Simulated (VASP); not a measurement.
Shape and ions are relaxed at each volume.

Given:

Space group P6/mmm (No. 191); a = 3.1249 Å, b = 3.1249 Å, c = 3.4397 Å, α = 90.00°, β = 90.00°, γ = 120.00°

| atom | site | symmetry | x | y | z |
|---|---|---|---|---|---|
| Hf | 1a | 6/mmm | 0.0000 | 0.0000 | 0.0000 |
| B | 2d | -6m2 | 0.3333 | 0.6667 | 0.5000 |

All values below come from AM05 GGA, VASP's PBE PAW potentials (set 64) (plane waves; VASP 6.6.1). Run with 520 eV cut-off, 11×11×9 Γ-centred mesh, first-order Methfessel-Paxton smearing of 0.10 eV, potentials Hf_pv B.

Task: Give the energy at these volumes per atom, relative to the lowest: 9.12, 9.41, 9.70, 9.99, 10.28 Å³.

Result: 31.6, 7.4, 0.0, 7.1, 26.8 meV/atom. A third-order Birch-Murnaghan fit gives B0 = 266 GPa and B0′ = 3.9.

The compound is HfB2 in the AlB2 type structure. It was relaxed first.
